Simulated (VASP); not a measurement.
Energy against volume of Pb (fcc). Level of theory: r2SCAN meta-GGA, VASP's PBE PAW potentials (set 64) (plane waves; VASP 6.6.1). Run with 520 eV cut-off, 13×13×13 Γ-centred mesh, first-order Methfessel-Paxton smearing of 0.10 eV, potentials Pb_d.

```json
[
 {"V (Å³/atom)": "29.172", "E (eV/atom)": "-56.25809"},
 {"V (Å³/atom)": "30.103", "E (eV/atom)": "-56.27272"},
 {"V (Å³/atom)": "31.034", "E (eV/atom)": "-56.27793"},
 {"V (Å³/atom)": "31.965", "E (eV/atom)": "-56.27484"}
]
```

Task: Fit these four points and predict the energy of the run at 32.896 Å³/atom.

Result: A cubic in V^(−2/3), the third-order Birch-Murnaghan form, passes through the four points with V0 = 31.13 Å³/atom and B0 = 47 GPa, and gives -56.2644 eV/atom there. The run gave -56.2652 eV/atom, -0.8 meV/atom from the fit; all five points give B0 = 45 GPa.

The compound is Pb in the fcc structure. It was relaxed first.
